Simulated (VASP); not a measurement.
# GaGe54 (a cell with a defect) in VASP: relaxation of cell and atoms with PBEsol

Aim: the relaxation of cell and atoms of GaGe54 (a cell with a defect) with PBEsol.

Program: VASP 6.6.1. These are calculated values, not measurements. Logs are shortened: lines on timing, memory, paths and dates and some standing lists are left out, and cuts for length are marked.

### Step 1. Starting point

The cell holds a defect, 55 atoms: a = 12.049 Å, b = 12.049 Å, c = 12.049 Å, α = 60.00°, β = 60.00°, γ = 60.00°.

The cell was built by a generator and needn't be a form met in nature.

### Step 2. Relaxation of cell and atoms, PBEsol

INCAR

```
PREC = Accurate
ENCUT = 350
EDIFF = 1E-6
ISMEAR = 0
SIGMA = 0.05
LREAL = False
LASPH = True
NELM = 100
ALGO = Normal
ISIF = 3
LWAVE = False
LCHARG = False
GGA = PS
IBRION = 2
NSW = 40
EDIFFG = -0.01
```

KPOINTS

```
regular mesh
0
Gamma
  2 2 2
```

POSCAR

```
GaGe54
1.0
    0.0000000000      8.5200000000      8.5200000000
    8.5200000000      0.0000000000      8.5200000000
    8.5200000000      8.5200000000      0.0000000000
Ga Ge
1 54
Direct
    0.9166666700      0.9166666700      0.9166666700
    0.0000000000      0.0000000000      0.0000000000
    0.0833333300      0.0833333300      0.0833333300
    0.0000000000      0.0000000000      0.3333333300
    0.0833333300      0.0833333300      0.4166666700
    0.0000000000      0.0000000000      0.6666666700
    0.0833333300      0.0833333300      0.7500000000
    0.0000000000      0.3333333300      0.0000000000
    0.0833333300      0.4166666700      0.0833333300
    0.0000000000      0.3333333300      0.3333333300
    0.0833333300      0.4166666700      0.4166666700
    0.0000000000      0.3333333300      0.6666666700
    0.0833333300      0.4166666700      0.7500000000
    0.0000000000      0.6666666700      0.0000000000
    0.0833333300      0.7500000000      0.0833333300
    0.0000000000      0.6666666700      0.3333333300
    0.0833333300      0.7500000000      0.4166666700
    0.0000000000      0.6666666700      0.6666666700
    0.0833333300      0.7500000000      0.7500000000
    0.3333333300      0.0000000000      0.0000000000
    0.4166666700      0.0833333300      0.0833333300
    0.3333333300      0.0000000000      0.3333333300
    0.4166666700      0.0833333300      0.4166666700
    0.3333333300      0.0000000000      0.6666666700
    0.4166666700      0.0833333300      0.7500000000
    0.3333333300      0.3333333300      0.0000000000
    0.4166666700      0.4166666700      0.0833333300
    0.3333333300      0.3333333300      0.3333333300
    0.4166666700      0.4166666700      0.4166666700
    0.3333333300      0.3333333300      0.6666666700
    0.4166666700      0.4166666700      0.7500000000
    0.3333333300      0.6666666700      0.0000000000
    0.4166666700      0.7500000000      0.0833333300
    0.3333333300      0.6666666700      0.3333333300
    0.4166666700      0.7500000000      0.4166666700
    0.3333333300      0.6666666700      0.6666666700
    0.4166666700      0.7500000000      0.7500000000
    0.6666666700      0.0000000000      0.0000000000
    0.7500000000      0.0833333300      0.0833333300
    0.6666666700      0.0000000000      0.3333333300
    0.7500000000      0.0833333300      0.4166666700
    0.6666666700      0.0000000000      0.6666666700
    0.7500000000      0.0833333300      0.7500000000
    0.6666666700      0.3333333300      0.0000000000
    0.7500000000      0.4166666700      0.0833333300
    0.6666666700      0.3333333300      0.3333333300
    0.7500000000      0.4166666700      0.4166666700
    0.6666666700      0.3333333300      0.6666666700
    0.7500000000      0.4166666700      0.7500000000
    0.6666666700      0.6666666700      0.0000000000
    0.7500000000      0.7500000000      0.0833333300
    0.6666666700      0.6666666700      0.3333333300
    0.7500000000      0.7500000000      0.4166666700
    0.6666666700      0.6666666700      0.6666666700
    0.7500000000      0.7500000000      0.7500000000
```

Potentials or basis: VASP PAW PBE potentials, release 64 (Ga, Ge).

On the command line:

```
$ cat potpaw_PBE.64/Ga/POTCAR potpaw_PBE.64/Ge/POTCAR > POTCAR
$ mpirun -np 1 vasp_std > vasp.out
```

OUTCAR:

```text
PREC = Accurate
   ENCUT = 350
   EDIFF = 1E-6
   ISMEAR = 0
   LREAL = False
   LASPH = True
   NELM = 100
   ISIF = 3
   GGA = PS
   IBRION = 2
   NSW = 40
   EDIFFG = -0.01

 ion  position               nearest neighbor table
   1  0.917  0.917  0.917-   2 2.46   6 2.46  14 2.46  38 2.46  15 2.84   7 2.84  39 2.84  19 2.84
                            43 2.84  51 2.84
   2  0.000  0.000  0.000-   1 2.46   3 2.46   7 2.46  15 2.46  39 2.46
   3  0.083  0.083  0.083-   2 2.46   4 2.46   8 2.46  20 2.46
   4  0.000  0.000  0.333-   3 2.46   5 2.46  17 2.46  41 2.46
   5  0.083  0.083  0.417-   4 2.46   6 2.46  10 2.46  22 2.46
   6  0.000  0.000  0.667-   7 2.46   5 2.46   1 2.46  19 2.46  43 2.46
   7  0.083  0.083  0.750-   6 2.46   2 2.46  12 2.46  24 2.46   1 2.84
   8  0.000  0.333  0.000-   3 2.46   9 2.46  13 2.46  45 2.46
   9  0.083  0.417  0.083-   8 2.46  10 2.46  14 2.46  26 2.46
  10  0.000  0.333  0.333-   5 2.46   9 2.46  47 2.46  11 2.46
  11  0.083  0.417  0.417-  12 2.46  16 2.46  28 2.46  10 2.46
  12  0.000  0.333  0.667-   7 2.46  11 2.46  13 2.46  49 2.46
  13  0.083  0.417  0.750-   8 2.46  12 2.46  18 2.46  30 2.46
  14  0.000  0.667  0.000-  15 2.46   9 2.46   1 2.46  19 2.46  51 2.46
  15  0.083  0.750  0.083-  14 2.46   2 2.46  16 2.46  32 2.46   1 2.84
  16  0.000  0.667  0.333-  11 2.46  15 2.46  17 2.46  53 2.46
  17  0.083  0.750  0.417-   4 2.46  16 2.46  18 2.46  34 2.46
[... 24 lines left out ...]
  42  0.667  0.000  0.667-  43 2.46  41 2.46  25 2.46  55 2.46
  43  0.750  0.083  0.750-  42 2.46  38 2.46   6 2.46  48 2.46   1 2.84
  44  0.667  0.333  0.000-  27 2.46  39 2.46  45 2.46  49 2.46
  45  0.750  0.417  0.083-   8 2.46  44 2.46  46 2.46  50 2.46
  46  0.667  0.333  0.333-  41 2.46  45 2.46  29 2.46  47 2.46
  47  0.750  0.417  0.417-  48 2.46  52 2.46  10 2.46  46 2.46
  48  0.667  0.333  0.667-  31 2.46  43 2.46  47 2.46  49 2.46
  49  0.750  0.417  0.750-  12 2.46  44 2.46  48 2.46  54 2.46
  50  0.667  0.667  0.000-  51 2.46  45 2.46  33 2.46  55 2.46
  51  0.750  0.750  0.083-  50 2.46  38 2.46  14 2.46  52 2.46   1 2.84
  52  0.667  0.667  0.333-  35 2.46  47 2.46  51 2.46  53 2.46
  53  0.750  0.750  0.417-  16 2.46  40 2.46  52 2.46  54 2.46
  54  0.667  0.667  0.667-  55 2.46  49 2.46  53 2.46  37 2.46
  55  0.750  0.750  0.750-  54 2.46  42 2.46  50 2.46  18 2.46

  LATTYP: Found a face centered cubic cell.
 ALAT       =    17.0400000000

  Lattice vectors:

 A1 = (   0.0000000000,   8.5200000000,   8.5200000000)
 A2 = (   8.5200000000,   0.0000000000,   8.5200000000)
 A3 = (   8.5200000000,   8.5200000000,   0.0000000000)

Analysis of symmetry for initial positions (statically):
=====================================================================
 Subroutine PRICEL returns:
 Original cell was already a primitive cell.

 Routine SETGRP: Setting up the symmetry group for a
 face centered cubic supercell.

 Subroutine GETGRP returns: Found 24 space group operations
 (whereof  6 operations were pure point group operations)
 out of a pool of 48 trial point group operations.

The static configuration has the point symmetry C_3v.
 The point group associated with its full space group is T_d .

Analysis of symmetry for dynamics (positions and initial velocities):
=====================================================================
 Subroutine PRICEL returns:
 Original cell was already a primitive cell.

 Routine SETGRP: Setting up the symmetry group for a
 face centered cubic supercell.

 Subroutine GETGRP returns: Found 24 space group operations
 (whereof  6 operations were pure point group operations)
 out of a pool of 48 trial point group operations.

The dynamic configuration has the point symmetry C_3v.
 The point group associated with its full space group is T_d .

 Subroutine INISYM returns: Found 24 space group operations
 (whereof  6 operations are pure point group operations),
 and found     1 'primitive' translations

----------------------------------------------------------------------------------------

                                     Primitive cell

  volume of cell :    1236.9404

  direct lattice vectors                    reciprocal lattice vectors
     0.000000000  8.520000000  8.520000000    -0.058685446  0.058685446  0.058685446
[... 145 lines left out ...]
 Found      3 irreducible k-points:

 Following reciprocal coordinates:
            Coordinates               Weight
  0.000000  0.000000  0.000000      1.000000
  0.500000  0.000000  0.000000      4.000000
  0.500000  0.500000  0.000000      3.000000
   k-points           NKPTS =      3   k-points in BZ     NKDIM =      3   number of bands    NBANDS=    137
   number of dos      NEDOS =    301   number of ions     NIONS =     55
   total plane-waves  NPLWV = 512000
   dimension x,y,z NGX =    80 NGY =   80 NGZ =   80
   dimension x,y,z NGXF=   160 NGYF=  160 NGZF=  160
   ions per type =               1  54
   NGX,Y,Z   is equivalent  to a cutoff of  11.04, 11.04, 11.04 a.u.
   NGXF,Y,Z  is equivalent  to a cutoff of  22.08, 22.08, 22.08 a.u.
 SYSTEM =  unknown system
   PREC   = accura    normal or accurate (medium, high low for compatibility)
   ISTART =      0    job   : 0-new  1-cont  2-samecut
   ICHARG =      2    charge: 1-file 2-atom 10-const
   ISPIN  =      1    spin polarized calculation?
   LNONCOLLINEAR =      F non collinear calculations
   LSORBIT =      F    spin-orbit coupling
   LASPH  =      T    aspherical Exc in radial PAW
   ENCUT  =  350.0 eV  25.72 Ry    5.07 a.u.  18.38 18.38 18.38*2*pi/ulx,y,z
   NELM   =    100;   NELMIN=  2; NELMDL= -5     # of ELM steps
   EDIFF  = 0.1E-05   stopping-criterion for ELM
   LREAL  =      F    real-space projection
   EDIFFG = -.1E-01   stopping-criterion for IOM
   NSW    =     40    number of steps for IOM
   IBRION =      2    ionic relax: 0-MD 1-quasi-New 2-CG
   NFREE  =      1    steps in history (QN), initial steepest desc. (CG)
   ISIF   =      3    stress and relaxation
   ISYM   =      2    0-nonsym 1-usesym 2-fastsym
   POTIM  = 0.5000    time-step for ionic-motion
   TEBEG  =    0.0;   TEEND  =   0.0 temperature during run
   PSTRESS=    0.0 pullay stress
   NELECT =     219.0000    total number of electrons
   NUPDOWN=      -1.0000    fix difference up-down
   EMIN   =  10.00;   EMAX   =-10.00  energy-range for DOS
   EFERMI =   0.00;   METHOD = LEGACY
   ISMEAR =     0;   SIGMA  =   0.05  broadening in eV -4-tet -1-fermi 0-gaus
   EFERMI_NEDOS =   21; number of points for ismear=-14 and -15
   IALGO  =     38    algorithm
   IMIX   =      4    mixing-type and parameters
     AMIX     =   0.40;   BMIX     =  1.00
     AMIX_MAG =   1.60;   BMIX_MAG =  1.00
  volume/ion in A,a.u.               =      22.49       151.77
  Fermi-wavevector in a.u.,A,eV,Ry     =   0.919263  1.737156 11.497537  0.845045
  Thomas-Fermi vector in A             =   2.044438
   LORBIT       =      0    0 simple, 1 ext, 2 COOP (PROOUT), +10 PAW based schemes
   GGA     = PS    functional components
   LHFCALC =     F    Hartree Fock is set to
   AEXX    =    0.0000 exact exchange contribution
   IVDW    =     0    specifies the selected vdW correction
   LEPSILON=     F    determine dielectric tensor
   LRPA    =     F    only Hartree local field effects (RPA)
 conjugate gradient relaxation of ions
 non-spin polarized calculation
 Gauss-broadening in eV      SIGMA  =   0.05
  energy-cutoff  :      350.00
  volume of cell :     1236.94
 maximum number of plane-waves:     18456
 NGX is ok and might be reduce to    80
   NGX = 37   NGY = 37   NGZ = 37

--------------------------------------- Ionic step        1  -------------------------------------------

 number of electron     218.9999998 magnetization

 Free energy of the ion-electron system (eV)
  ---------------------------------------------------
  ext. energy  EPLUGINS =         0.00000000
  ---------------------------------------------------
  free energy    TOTEN  =      -264.04314023 eV

  energy without entropy =     -264.03086595  energy(sigma->0) =     -264.03700309

------------------------ aborting loop because EDIFF is reached ----------------------------------------

  FORCE on cell =-STRESS in cart. coord.  units (eV):
  Direction    XX          YY          ZZ          XY          YZ          ZX
  --------------------------------------------------------------------------------------
  -------------------------------------------------------------------------------------
  Total       20.1226891     20.1226891     20.1226891      0.0000000      0.0000000      0.0000000
  in kB       26.0644053     26.0644053     26.0644053      0.0000000      0.0000000      0.0000000
  external PRESSURE =      26.0644053 kB  Pullay stress =       0.0000000 kB
[... 248 lines left out ...]
  FREE ENERGIE OF THE ION-ELECTRON SYSTEM (eV)
  ---------------------------------------------------
  free  energy   TOTEN  =      -264.6738458848 eV

  energy  without entropy=     -264.6574382064  energy(sigma->0) =     -264.66564205

[... ionic steps 4 to 9 ...]

--------------------------------------- Ionic step       10  -------------------------------------------

 number of electron     218.9999995 magnetization

------------------------ aborting loop because EDIFF is reached ----------------------------------------
[... 173 lines left out ...]
--------------------------------------- Ionic step       12  -------------------------------------------

 number of electron     218.9999995 magnetization

 Free energy of the ion-electron system (eV)
  ---------------------------------------------------
  ext. energy  EPLUGINS =         0.00000000
  ---------------------------------------------------
  free energy    TOTEN  =      -264.86068037 eV

  energy without entropy =     -264.84715400  energy(sigma->0) =     -264.85391719

 E-fermi :   3.3849     XC(G=0):  -9.1742

 val. band max:        3.3560673556   @ k =   0.5000   0.0000   0.0000
 cond. band min:       3.4843582401   @ k =   0.0000   0.0000   0.0000
 fundamental gap:      0.1282908845
 Fermi energy:         3.3849238447

 k-point     1 :       0.0000    0.0000    0.0000
  band No.  band energies     occupation
      1      -9.2091      2.00000
      2      -8.2380      2.00000
      3      -7.9606      2.00000
      4      -7.9471      2.00000
      5      -7.9471      2.00000
      6      -7.9471      2.00000
[... 361 lines left out ...]
    120       4.8413      0.00000
    121       4.9857      0.00000
 [bands above 121 left out]

------------------------ aborting loop because EDIFF is reached ----------------------------------------

  FORCE on cell =-STRESS in cart. coord.  units (eV):
  Direction    XX          YY          ZZ          XY          YZ          ZX
  --------------------------------------------------------------------------------------
  -------------------------------------------------------------------------------------
  Total        0.0149431      0.0149431      0.0149431      0.0000000      0.0000000      0.0000000
  in kB        0.0187281      0.0187281      0.0187281      0.0000000      0.0000000      0.0000000
  external PRESSURE =       0.0187281 kB  Pullay stress =       0.0000000 kB
[... 70 lines left out ...]
  FREE ENERGIE OF THE ION-ELECTRON SYSTEM (eV)
  ---------------------------------------------------
  free  energy   TOTEN  =      -264.8606803724 eV

  energy  without entropy=     -264.8471540022  energy(sigma->0) =     -264.85391719

 reached required accuracy - stopping structural energy minimisation
```

Run time: 71 min. Hardware: 1 thread of AMD EPYC 7R13 (Zen 3), shared host; peak memory 1.1 GiB.

Results:

| Quantity | Value |
| --- | --- |
| Free energy | -264.8607 eV |
| Relaxed volume | 23.24 Å³/atom |
| Relaxed cell | a = 12.182 Å, b = 12.182 Å, c = 12.182 Å, α = 60.00°, β = 60.00°, γ = 60.00° |
| Space group after relaxing (to 0.05 Å) | F-43m (No. 216) |
| Energy gained by relaxing | 14.9 meV/atom |
| Ionic steps | 12 |
| Pressure after relaxing | 0.0 GPa |
| Largest force after relaxing | 0.009 eV/Å |
| Band gap on the k mesh | none (metal or under the smearing width) |

Forces on the atoms (eV/Å):
```
Ga   0.000  0.000  0.000
Ge   0.000  0.000  0.000
Ge   0.005  0.005  0.005
Ge   0.000  0.000  0.001
Ge  -0.005 -0.005  0.005
Ge   0.000  0.000  0.000
Ge   0.000  0.000 -0.005
Ge   0.000  0.001  0.000
Ge  -0.005  0.005 -0.005
Ge  -0.001  0.000  0.000
Ge   0.004 -0.005 -0.005
Ge   0.001 -0.001  0.000
Ge   0.005 -0.004 -0.005
Ge   0.000  0.000  0.000
Ge   0.000 -0.005  0.000
Ge   0.001  0.000 -0.001
Ge   0.005 -0.005 -0.004
Ge   0.000 -0.001 -0.001
Ge   0.005  0.000  0.000
Ge   0.001  0.000  0.000
Ge   0.005 -0.005 -0.005
Ge   0.000 -0.001  0.000
Ge  -0.005  0.004 -0.005
Ge  -0.001  0.001  0.000
Ge  -0.004  0.005 -0.005
Ge   0.000  0.000 -0.001
Ge  -0.005 -0.005  0.004
Ge  -0.001 -0.001 -0.001
Ge   0.000  0.000  0.000
Ge   0.001  0.001 -0.001
Ge   0.005  0.005  0.004
Ge  -0.001  0.000  0.001
Ge  -0.004 -0.005  0.005
Ge   0.001 -0.001  0.001
Ge   0.005  0.004  0.005
Ge   0.000  0.001  0.001
Ge   0.005 -0.005 -0.005
Ge   0.000  0.000  0.000
Ge  -0.005  0.000  0.000
Ge   0.000  0.001 -0.001
Ge  -0.005  0.005 -0.004
Ge  -0.001  0.000 -0.001
Ge   0.000  0.005  0.000
Ge   0.000 -0.001  0.001
Ge  -0.005 -0.004  0.005
Ge  -0.001  0.001  0.001
Ge   0.004  0.005  0.005
Ge   0.001  0.000  0.001
Ge  -0.005  0.005 -0.005
Ge  -0.001 -0.001  0.000
Ge   0.000  0.000  0.005
Ge   0.001  0.001  0.000
Ge  -0.005 -0.005  0.005
Ge   0.000  0.000  0.000
Ge   0.005  0.005  0.005
```

The path:
```
step  energy change (eV)  largest force (eV/Å)  pressure (GPa)  volume (Å³)
   1              0.0000                1.3139            2.61      1236.94
   2             -0.5970                0.5267           -1.11      1303.60
   3             -0.6307                0.4931           -0.47      1290.38
   4             -0.7432                0.3492           -0.22      1284.05
   5             -0.8020                0.1419            0.19      1275.09
   6             -0.8124                0.0533           -0.07      1279.97
   7             -0.8124                0.0522           -0.07      1280.07
   8             -0.8151                0.0306            0.00      1278.53
   9             -0.8157                0.0348            0.05      1277.44
  10             -0.8170                0.0185           -0.01      1278.69
  11             -0.8171                0.0207           -0.03      1279.01
  12             -0.8175                0.0089            0.00      1278.37
```

Final structure:
```cif
data_structure
_symmetry_space_group_name_H-M 'P 1'
_symmetry_Int_Tables_number 1
_cell_length_a 12.1821
_cell_length_b 12.1821
_cell_length_c 12.1821
_cell_angle_alpha 60.000
_cell_angle_beta 60.000
_cell_angle_gamma 60.000
_cell_volume 1278.37
loop_
_atom_site_label
_atom_site_type_symbol
_atom_site_fract_x
_atom_site_fract_y
_atom_site_fract_z
_atom_site_occupancy
Ga1 Ga 0.91667 0.91667 0.91667 1
Ge1 Ge 0.00389 0.00389 0.00389 1
Ge2 Ge 0.08646 0.08646 0.08646 1
Ge3 Ge 0.99884 0.99884 0.33450 1
Ge4 Ge 0.08646 0.08646 0.40729 1
Ge5 Ge 0.00389 0.00389 0.65500 1
Ge6 Ge 0.08669 0.08669 0.74664 1
Ge7 Ge 0.99884 0.33450 0.99884 1
Ge8 Ge 0.08646 0.40729 0.08646 1
Ge9 Ge 0.99884 0.33450 0.33450 1
Ge10 Ge 0.08419 0.41661 0.41661 1
Ge11 Ge 0.99931 0.33581 0.66578 1
Ge12 Ge 0.08419 0.41661 0.74927 1
Ge13 Ge 0.00389 0.65500 0.00389 1
Ge14 Ge 0.08669 0.74664 0.08669 1
Ge15 Ge 0.99931 0.66578 0.33581 1
Ge16 Ge 0.08419 0.74927 0.41661 1
Ge17 Ge 0.99931 0.66578 0.66578 1
Ge18 Ge 0.08669 0.74664 0.74664 1
Ge19 Ge 0.33450 0.99884 0.99884 1
Ge20 Ge 0.40729 0.08646 0.08646 1
Ge21 Ge 0.33450 0.99884 0.33450 1
Ge22 Ge 0.41661 0.08419 0.41661 1
Ge23 Ge 0.33581 0.99931 0.66578 1
Ge24 Ge 0.41661 0.08419 0.74927 1
Ge25 Ge 0.33450 0.33450 0.99884 1
Ge26 Ge 0.41661 0.41661 0.08419 1
Ge27 Ge 0.33353 0.33353 0.33353 1
Ge28 Ge 0.41667 0.41667 0.41667 1
Ge29 Ge 0.33353 0.33353 0.66606 1
Ge30 Ge 0.41661 0.41661 0.74927 1
Ge31 Ge 0.33581 0.66578 0.99931 1
Ge32 Ge 0.41661 0.74927 0.08419 1
Ge33 Ge 0.33353 0.66606 0.33353 1
Ge34 Ge 0.41661 0.74927 0.41661 1
Ge35 Ge 0.33581 0.66578 0.66578 1
Ge36 Ge 0.41747 0.74973 0.74973 1
Ge37 Ge 0.65500 0.00389 0.00389 1
Ge38 Ge 0.74664 0.08669 0.08669 1
Ge39 Ge 0.66578 0.99931 0.33581 1
Ge40 Ge 0.74927 0.08419 0.41661 1
Ge41 Ge 0.66578 0.99931 0.66578 1
Ge42 Ge 0.74664 0.08669 0.74664 1
Ge43 Ge 0.66578 0.33581 0.99931 1
Ge44 Ge 0.74927 0.41661 0.08419 1
Ge45 Ge 0.66606 0.33353 0.33353 1
Ge46 Ge 0.74927 0.41661 0.41661 1
Ge47 Ge 0.66578 0.33581 0.66578 1
Ge48 Ge 0.74973 0.41747 0.74973 1
Ge49 Ge 0.66578 0.66578 0.99931 1
Ge50 Ge 0.74664 0.74664 0.08669 1
Ge51 Ge 0.66578 0.66578 0.33581 1
Ge52 Ge 0.74973 0.74973 0.41747 1
Ge53 Ge 0.66667 0.66667 0.66667 1
Ge54 Ge 0.74973 0.74973 0.74973 1
```

Caveat: the PAW data sets were made with another functional, which shifts forces and pressure a little.
